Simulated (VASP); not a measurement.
# Zn16SeS15 (a cell with a defect) (Wurtzite-2H) in VASP: notebook

Runs on Zn16SeS15 (a cell with a defect) (Wurtzite-2H). Level: PBE. Tasks: single point.

All numbers are computed with VASP 6.6.1; they aren't measurements. Logs are shortened: lines on timing, memory, paths and dates and some standing lists are left out, and cuts for length are marked.

### 1 The structure

The cell holds a defect, 32 atoms: a = 7.622 Å, b = 7.622 Å, c = 12.468 Å, α = 90.00°, β = 90.00°, γ = 120.00°.

### 2 Single point, PBE

File INCAR:

```
PREC     = Accurate       # precision mode
ENCUT    = 520            # plane-wave cutoff, eV
EDIFF    = 1E-6           # SCF threshold, eV
ISMEAR   = -1             # smearing method
SIGMA    = 0.01           # smearing width, eV
LREAL    = Auto         
LASPH    = T              # aspherical terms in the spheres
NELM     = 100            # most SCF steps
ALGO     = Fast           # electronic algorithm
ISIF     = 2              # what is computed and relaxed
LWAVE    = F              # write WAVECAR
LCHARG   = F              # write CHGCAR
GGA      = PE             # functional
NBANDS   = 166            # bands
```

File KPOINTS:

```
regular mesh
0
Gamma
  3 3 2
```

File POSCAR:

```
Zn16SeS15
1.0
    7.6220000000      0.0000000000      0.0000000000
   -3.8110000000      6.6008456276      0.0000000000
    0.0000000000      0.0000000000     12.4680000000
Zn Se S
16 1 15
Direct
    0.1666666667      0.3333333333     -0.0056366240
    0.1666666667      0.3333333333      0.5019787393
    0.1671741599      0.8335870799      0.0025469692
    0.1655765941      0.8327882970      0.5035412838
    0.6664129201      0.3328258401      0.0025469692
    0.6672117030      0.3344234059      0.5035412838
    0.6664129201      0.8335870799      0.0025469692
    0.6672117030      0.8327882970      0.5035412838
    0.3381079406      0.1618920594      0.2553618928
    0.3337046235      0.1662953765      0.7512465078
    0.3381079406      0.6762158812      0.2553618928
    0.3337046235      0.6674092471      0.7512465078
    0.8237841188      0.1618920594      0.2553618928
    0.8325907529      0.1662953765      0.7512465078
    0.8333333333      0.6666666667      0.2528153291
    0.8333333333      0.6666666667      0.7538433283
    0.1666666667      0.3333333333      0.1887575809
    0.1666666667      0.3333333333      0.6894558011
    0.1662569513      0.8331284756      0.1898237393
    0.1654731325      0.8327365663      0.6902110671
    0.6668715244      0.3337430487      0.1898237393
    0.6672634337      0.3345268675      0.6902110671
    0.6668715244      0.8331284756      0.1898237393
    0.6672634337      0.8327365663      0.6902110671
    0.3341344618      0.1658655382      0.4419505418
    0.3345797218      0.1654202782      0.9379662987
    0.3341344618      0.6682689237      0.4419505418
    0.3345797218      0.6691594435      0.9379662987
    0.8317310763      0.1658655382      0.4419505418
    0.8308405565      0.1654202782      0.9379662987
    0.8333333333      0.6666666667      0.4399568859
    0.8333333333      0.6666666667      0.9408840577
```

Potentials or basis: VASP PAW PBE potentials, release 64 (Zn, Se, S).

Run with:

```console
> cat potpaw_PBE.64/Zn/POTCAR potpaw_PBE.64/Se/POTCAR potpaw_PBE.64/S/POTCAR > POTCAR
> mpirun -np 1 vasp_std > vasp.out
```

OUTCAR:

```text
PREC = Accurate
   ENCUT = 520
   EDIFF = 1E-6
   ISMEAR = -1
   LREAL = Auto
   LASPH = T
   NELM = 100
   ISIF = 2
   GGA = PE

 ion  position               nearest neighbor table
   1  0.167  0.333  0.994-  28 2.33  26 2.33  30 2.33  17 2.42
   2  0.167  0.333  0.502-  25 2.33  27 2.33  29 2.33  18 2.34
   3  0.167  0.834  0.003-  26 2.33  28 2.33  32 2.33  19 2.33
   4  0.166  0.833  0.504-  20 2.33  27 2.33  25 2.33  31 2.33
   5  0.666  0.333  0.003-  30 2.33  26 2.33  32 2.33  21 2.33
   6  0.667  0.334  0.504-  22 2.33  29 2.33  25 2.33  31 2.33
[... 24 lines left out ...]
  31  0.833  0.667  0.440-   8 2.33   6 2.33   4 2.33  15 2.33
  32  0.833  0.667  0.941-  16 2.33   7 2.33   5 2.33   3 2.33

  LATTYP: Found a hexagonal cell.
 ALAT       =     7.6220000000
 C/A-ratio  =     1.6357911309

  Lattice vectors:

 A1 = (   7.6220000000,   0.0000000000,   0.0000000000)
 A2 = (  -3.8110000000,   6.6008456276,   0.0000000000)
 A3 = (   0.0000000000,   0.0000000000,  12.4680000000)

Analysis of symmetry for initial positions (statically):
=====================================================================
 Subroutine PRICEL returns:
 Original cell was already a primitive cell.

 Routine SETGRP: Setting up the symmetry group for a
 hexagonal supercell.

 Subroutine GETGRP returns: Found  6 space group operations
 (whereof  2 operations were pure point group operations)
 out of a pool of 24 trial point group operations.

The static configuration has the point symmetry C_1h.
 The point group associated with its full space group is C_3v.

Analysis of symmetry for dynamics (positions and initial velocities):
=====================================================================
 Subroutine PRICEL returns:
 Original cell was already a primitive cell.

 Routine SETGRP: Setting up the symmetry group for a
 hexagonal supercell.

 Subroutine GETGRP returns: Found  6 space group operations
 (whereof  2 operations were pure point group operations)
 out of a pool of 24 trial point group operations.

The dynamic configuration has the point symmetry C_1h.
 The point group associated with its full space group is C_3v.

 Subroutine INISYM returns: Found  6 space group operations
 (whereof  2 operations are pure point group operations),
 and found     1 'primitive' translations

----------------------------------------------------------------------------------------

                                     Primitive cell

  volume of cell :     627.2856

  direct lattice vectors                    reciprocal lattice vectors
     7.622000000  0.000000000  0.000000000     0.131199160  0.075747871  0.000000000
    -3.811000000  6.600845628  0.000000000     0.000000000  0.151495741  0.000000000
     0.000000000  0.000000000 12.468000000     0.000000000  0.000000000  0.080205326

  length of vectors
     7.622000000  7.622000000 12.468000000     0.151495741  0.151495741  0.080205326

  position of ions in fractional coordinates (direct lattice)
     0.166666667  0.333333333  0.994363376
     0.166666667  0.333333333  0.501978739
     0.167174160  0.833587080  0.002546969
     0.165576594  0.832788297  0.503541284
     0.666412920  0.332825840  0.002546969
     0.667211703  0.334423406  0.503541284
[... 24 lines left out ...]
     0.833333333  0.666666667  0.439956886
     0.833333333  0.666666667  0.940884058

  ion indices of the primitive-cell ions
   primitive index   ion index
                 1           1
                 2           2
                 3           3
                 4           4
                 5           5
                 6           6
[... 24 lines left out ...]
                31          31
                32          32

----------------------------------------------------------------------------------------

 KPOINTS: regular mesh

Automatic generation of k-mesh.
 Grid dimensions read from file:
 generate k-points for:    3    3    2

 Generating k-lattice:

  Cartesian coordinates                     Fractional coordinates (reciprocal lattice)
     0.043733053  0.025249290  0.000000000     0.333333333  0.000000000  0.000000000
     0.000000000  0.050498580  0.000000000     0.000000000  0.333333333  0.000000000
     0.000000000  0.000000000  0.040102663     0.000000000  0.000000000  0.500000000

  Length of vectors
     0.050498580  0.050498580  0.040102663

  Shift w.r.t. Gamma in fractional coordinates (k-lattice)
     0.000000000  0.000000000  0.000000000

 Subroutine IBZKPT returns following result:
 ===========================================

 Found      6 irreducible k-points:

 Following reciprocal coordinates:
            Coordinates               Weight
  0.000000  0.000000  0.000000      1.000000
  0.333333  0.000000  0.000000      6.000000
  0.333333  0.333333  0.000000      2.000000
  0.000000  0.000000  0.500000      1.000000
  0.333333  0.000000  0.500000      6.000000
  0.333333  0.333333  0.500000      2.000000
   k-points           NKPTS =      6   k-points in BZ     NKDIM =      6   number of bands    NBANDS=    166
   number of dos      NEDOS =    301   number of ions     NIONS =     32
   total plane-waves  NPLWV = 345600
   dimension x,y,z NGX =    60 NGY =   60 NGZ =   96
   dimension x,y,z NGXF=   120 NGYF=  120 NGZF=  192
   ions per type =              16   1  15
   NGX,Y,Z   is equivalent  to a cutoff of  13.09, 13.09, 12.80 a.u.
   NGXF,Y,Z  is equivalent  to a cutoff of  26.17, 26.17, 25.60 a.u.
 SYSTEM =  unknown system
   PREC   = accura    normal or accurate (medium, high low for compatibility)
   ISTART =      0    job   : 0-new  1-cont  2-samecut
   ICHARG =      2    charge: 1-file 2-atom 10-const
   ISPIN  =      1    spin polarized calculation?
   LNONCOLLINEAR =      F non collinear calculations
   LSORBIT =      F    spin-orbit coupling
   LASPH  =      T    aspherical Exc in radial PAW
   ENCUT  =  520.0 eV  38.22 Ry    6.18 a.u.  14.17 14.17 23.18*2*pi/ulx,y,z
   NELM   =    100;   NELMIN=  2; NELMDL= -5     # of ELM steps
   EDIFF  = 0.1E-05   stopping-criterion for ELM
   LREAL  =      T    real-space projection
   EDIFFG = 0.1E-04   stopping-criterion for IOM
   NSW    =      0    number of steps for IOM
   IBRION =     -1    ionic relax: 0-MD 1-quasi-New 2-CG
   NFREE  =      0    steps in history (QN), initial steepest desc. (CG)
   ISIF   =      2    stress and relaxation
   ISYM   =      2    0-nonsym 1-usesym 2-fastsym
   POTIM  = 0.5000    time-step for ionic-motion
   TEBEG  =    0.0;   TEEND  =   0.0 temperature during run
   PSTRESS=    0.0 pullay stress
   NELECT =     288.0000    total number of electrons
   NUPDOWN=      -1.0000    fix difference up-down
   EMIN   =  10.00;   EMAX   =-10.00  energy-range for DOS
   EFERMI =   0.00;   METHOD = LEGACY
   ISMEAR =    -1;   SIGMA  =   0.01  broadening in eV -4-tet -1-fermi 0-gaus
   EFERMI_NEDOS =   21; number of points for ismear=-14 and -15
   IALGO  =     68    algorithm
   IMIX   =      4    mixing-type and parameters
     AMIX     =   0.40;   BMIX     =  1.00
     AMIX_MAG =   1.60;   BMIX_MAG =  1.00
  volume/ion in A,a.u.               =      19.60       132.29
  Fermi-wavevector in a.u.,A,eV,Ry     =   1.262943  2.386617 21.701647  1.595026
  Thomas-Fermi vector in A             =   2.396326
   LORBIT       =      0    0 simple, 1 ext, 2 COOP (PROOUT), +10 PAW based schemes
   GGA     = PE    functional components
   LHFCALC =     F    Hartree Fock is set to
   AEXX    =    0.0000 exact exchange contribution
   IVDW    =     0    specifies the selected vdW correction
   LEPSILON=     F    determine dielectric tensor
   LRPA    =     F    only Hartree local field effects (RPA)
 non-spin polarized calculation
 RMM-DIIS sequential band-by-band and
  energy-cutoff  :      520.00
  volume of cell :      627.29
 maximum number of plane-waves:     16944
 NGX is ok and might be reduce to    60
   NGX = 29   NGY = 29   NGZ = 47

 number of electron     288.0000188 magnetization

 Free energy of the ion-electron system (eV)
  ---------------------------------------------------
  ext. energy  EPLUGINS =         0.00000000
  ---------------------------------------------------
  free energy    TOTEN  =      -108.38175827 eV

  energy without entropy =     -108.38175827  energy(sigma->0) =     -108.38175827

 E-fermi :   2.5465     XC(G=0):  -9.6768

 val. band max:        2.2688119176   @ k =   0.0000   0.0000   0.0000
 cond. band min:       4.4307505636   @ k =   0.0000   0.0000   0.0000
 fundamental gap:      2.1619386461
 Fermi energy:         2.5464790171

 k-point     1 :       0.0000    0.0000    0.0000
  band No.  band energies     occupation
      1     -11.0445      2.00000
      2     -10.6120      2.00000
      3     -10.6051      2.00000
      4     -10.1164      2.00000
      5     -10.1164      2.00000
      6     -10.1024      2.00000
[... 148 lines left out ...]
    155       5.8593      0.00000
    156       5.8593      0.00000

 k-point     2 :       0.3333    0.0000    0.0000
  band No.  band energies     occupation
      1     -10.8600      2.00000
      2     -10.4610      2.00000
      3     -10.4533      2.00000
      4     -10.4157      2.00000
      5     -10.1305      2.00000
      6     -10.1277      2.00000
[... 148 lines left out ...]
    155       6.5908      0.00000
    156       6.6750      0.00000

 k-point     3 :       0.3333    0.3333    0.0000
  band No.  band energies     occupation
      1     -10.5518      2.00000
      2     -10.5475      2.00000
      3     -10.5268      2.00000
      4     -10.2241      2.00000
      5     -10.2186      2.00000
      6     -10.2170      2.00000
[... 148 lines left out ...]
    155       6.9487      0.00000
    156       6.9716      0.00000

 k-point     4 :       0.0000    0.0000    0.5000
  band No.  band energies     occupation
      1     -10.9309      2.00000
      2     -10.9162      2.00000
      3     -10.2585      2.00000
      4     -10.2466      2.00000
      5     -10.0698      2.00000
      6     -10.0698      2.00000
[... 148 lines left out ...]
    155       5.9477      0.00000
    156       5.9629      0.00000

 k-point     5 :       0.3333    0.0000    0.5000
  band No.  band energies     occupation
      1     -10.7549      2.00000
      2     -10.7396      2.00000
      3     -10.3398      2.00000
      4     -10.3234      2.00000
      5     -10.1408      2.00000
      6     -10.1302      2.00000
[... 148 lines left out ...]
    155       6.4585      0.00000
    156       6.5291      0.00000

 k-point     6 :       0.3333    0.3333    0.5000
  band No.  band energies     occupation
      1     -10.4648      2.00000
      2     -10.4580      2.00000
      3     -10.4503      2.00000
      4     -10.4492      2.00000
      5     -10.4463      2.00000
      6     -10.4161      2.00000
[... 148 lines left out ...]
    155       7.1956      0.00000
    156       7.2421      0.00000
 [bands above 156 left out]

------------------------ aborting loop because EDIFF is reached ----------------------------------------

  FORCE on cell =-STRESS in cart. coord.  units (eV):
  Direction    XX          YY          ZZ          XY          YZ          ZX
  --------------------------------------------------------------------------------------
  -------------------------------------------------------------------------------------
  Total       11.4007911     11.4007911     12.7069257      0.0000000      0.0000000      0.0000000
  in kB       29.1192549     29.1192549     32.4553097      0.0000000      0.0000000      0.0000000
  external PRESSURE =      30.2312731 kB  Pullay stress =       0.0000000 kB

 VOLUME and BASIS-vectors are now :
 -----------------------------------------------------------------------------
  energy-cutoff  :      520.00
  volume of cell :      627.29
      direct lattice vectors                 reciprocal lattice vectors
     7.622000000  0.000000000  0.000000000     0.131199160  0.075747871  0.000000000
    -3.811000000  6.600845628  0.000000000     0.000000000  0.151495741  0.000000000
     0.000000000  0.000000000 12.468000000     0.000000000  0.000000000  0.080205326

 POSITION                                       TOTAL-FORCE (eV/Angst)
 -----------------------------------------------------------------------------------
      0.00000      2.20028     12.39772        -0.000000      0.000000     -0.021939
      0.00000      2.20028      6.25867        -0.000000      0.000000     -0.002760
     -1.90260      5.50238      0.03176        -0.000897     -0.000518     -0.007462
     -1.91173      5.49711      6.27815        -0.002678     -0.001546      0.006923
      3.81100      2.19693      0.03176        -0.000000      0.001036     -0.007462
      3.81100      2.20748      6.27815        -0.000000      0.003092      0.006923
[... 24 lines left out ...]
      3.81100      4.40056      5.48538        -0.000000      0.000000     -0.006046
      3.81100      4.40056     11.73094        -0.000000      0.000000      0.006480
 -----------------------------------------------------------------------------------
    total drift:                               -0.000001     -0.000002      0.021715

  FREE ENERGIE OF THE ION-ELECTRON SYSTEM (eV)
  ---------------------------------------------------
  free  energy   TOTEN  =      -108.3817582706 eV

  energy  without entropy=     -108.3817582706  energy(sigma->0) =     -108.38175827
```

It took 17 min on 1 thread of AMD EPYC 9R45 (Zen 5), shared host; peak memory 0.95 GiB.

What came out:

```
Free energy            : -108.3818 eV
Pressure               : 3.0 GPa
Largest force          : 0.025 eV/Å
Band gap on the k mesh : 2.16 eV, direct
```

Forces on the atoms (eV/Å):
```
Zn   0.000  0.000 -0.022
Zn   0.000  0.000 -0.003
Zn  -0.001 -0.001 -0.007
Zn  -0.003 -0.002  0.007
Zn   0.000  0.001 -0.007
Zn   0.000  0.003  0.007
Zn   0.001 -0.001 -0.007
Zn   0.003 -0.002  0.007
Zn   0.007 -0.004  0.011
Zn  -0.002  0.001 -0.005
Zn   0.000  0.008  0.011
Zn   0.000 -0.002 -0.005
Zn  -0.007 -0.004  0.011
Zn   0.002  0.001 -0.005
Zn   0.000  0.000  0.003
Zn   0.000  0.000 -0.004
Se   0.000  0.000 -0.007
S    0.000  0.000  0.015
S    0.000  0.000  0.006
S    0.001  0.001  0.001
S    0.000  0.000  0.006
S    0.000 -0.001  0.001
S    0.000  0.000  0.006
S   -0.001  0.001  0.001
S   -0.014  0.008 -0.019
S   -0.010  0.006  0.012
S    0.000 -0.016 -0.019
S    0.000 -0.012  0.012
S    0.014  0.008 -0.019
S    0.010  0.006  0.012
S    0.000  0.000 -0.006
S    0.000  0.000  0.006
```

Stress tensor (GPa, compression positive):
```
2.91 0.00 0.00
0.00 2.91 0.00
0.00 0.00 3.25
```

(Continued in part 2 of 2.)
